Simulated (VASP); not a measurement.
VASP runs on KI (space group Fm-3m) share one base input (PBE GGA, plane waves, VASP's PBE PAW potentials (set 64)) and change the settings named in each case.

### POSCAR
```
KI
1
    0.0000000000     3.5350000000     3.5350000000
    3.5350000000     0.0000000000     3.5350000000
    3.5350000000     3.5350000000     0.0000000000
K I
1 1
Direct
  0.0000000000   0.0000000000   0.0000000000
  0.5000000000   0.5000000000   0.5000000000
```

KPOINTS:
```
Automatic
0
G
4 4 4
0 0 0
```

### INCAR
```
SYSTEM = KI
PREC = Accurate; ENCUT = 300; LREAL = .False.
LASPH = .True.
EDIFF = 1E-6; NELM = 100; ALGO = Normal
LMAXMIX = 4
ISMEAR = -1; SIGMA = 0.05
GGA = PE
ISIF = 2
LWAVE = .False.; LCHARG = .False.
```

POTCAR, in this order: K_sv I (PBE.64 set). Program: vasp_std.

```
change                                                                                                              E(σ→0) (eV/atom)  pressure (GPa)
------------------------------------------------------------------------------------------------------------------  ----------------  --------------
base run                                                                                                                     -2.7779            0.49
GGA removed, POTCAR K_sv I (LDA.64 set)                                                                                      -3.0632               ?
GGA_COMPAT = .FALSE., LNONCOLLINEAR = .TRUE., LSORBIT = .TRUE., MAGMOM = 0.0 0.0 0.0 0.0 0.0 0.0, program vasp_ncl           -2.8410               ?
KPOINTS 7×7×7 Γ-centred mesh                                                                                                 -2.7783            0.48
```

Problem. What belongs in the gaps?

Solution. 
- GGA removed, POTCAR K_sv I (LDA.64 set), pressure (GPa): -1.39
- GGA_COMPAT = .FALSE., LNONCOLLINEAR = .TRUE., LSORBIT = .TRUE., MAGMOM = 0.0 0.0 0.0 0.0 0.0 0.0, program vasp_ncl, pressure (GPa): 0.50

Energies of different potentials or functionals have different zeros.  Unless said otherwise, spin-orbit coupling is left out, though it shifts the bands of the heavy elements here. At 300 eV the pressure can carry a Pulay error.

Left out are runs that ran out of time, are held back, or changed the cell or the kind of run, fixed moments of cells without a moment, rows past the twelfth, gaps on odd meshes, pressures of charged cells and columns that move by less than the noise.

The structure is a typed KI crystal (Fm-3m). The cell was not relaxed at this level.
